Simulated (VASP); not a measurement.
Consider the following.

```
CuI
1.0
    4.09039     0.00000     0.00000
    0.00000     4.09039     0.00000
    0.00000     0.00000     6.51175
Cu I
2 2
Cartesian
  2.04519   2.04519   0.00000
  0.00000   0.00000   0.00000
  2.04519   0.00000   1.68564
  0.00000   2.04519   4.82611
```

These are r2SCAN meta-GGA with spin-orbit coupling, VASP's PBE PAW potentials (set 64) (plane waves; VASP 6.6.1) values and carry that method's errors. Numerical set-up: 400 eV cut-off, 5×5×3 Γ-centred mesh, Gaussian smearing of 0.050 eV, potentials Cu I.

Problem. Give the energies of bands 29 to 42 at the high-symmetry points, in eV from the valence-band maximum.

Solution. 
| band | Γ | X | M | Z | R | A |
|---|---|---|---|---|---|---|
| 29 | -1.34 | -1.25 | -1.79 | -1.36 | -0.91 | -1.81 |
| 30 | -1.34 | -1.25 | -1.79 | -1.36 | -0.91 | -1.81 |
| 31 | -1.02 | -1.25 | -1.79 | -1.31 | -0.91 | -1.81 |
| 32 | -1.02 | -1.25 | -1.79 | -1.31 | -0.91 | -1.81 |
| 33 | -0.26 | -0.67 | -1.23 | -0.58 | -0.62 | -1.15 |
| 34 | -0.26 | -0.67 | -1.23 | -0.58 | -0.62 | -1.15 |
| 35 | 0.00 | -0.67 | -1.23 | -0.33 | -0.62 | -1.15 |
| 36 | 0.00 | -0.67 | -1.23 | -0.33 | -0.62 | -1.15 |
| 37 | 1.88 | 3.87 | 2.77 | 3.43 | 2.49 | 4.08 |
| 38 | 1.88 | 3.87 | 2.77 | 3.43 | 2.49 | 4.08 |
| 39 | 3.23 | 3.87 | 2.77 | 3.50 | 2.49 | 4.08 |
| 40 | 3.23 | 3.87 | 2.77 | 3.50 | 2.49 | 4.08 |
| 41 | 3.48 | 5.14 | 2.91 | 3.73 | 5.35 | 4.34 |
| 42 | 3.48 | 5.14 | 2.91 | 3.73 | 5.35 | 4.34 |

The gap is direct, 1.88 eV, from the valence maximum at Γ to the conduction minimum at Γ.

The structure comes from a computed database's CuI entry (P4/nmm); how it stands against other phases isn't given here. It was relaxed first.
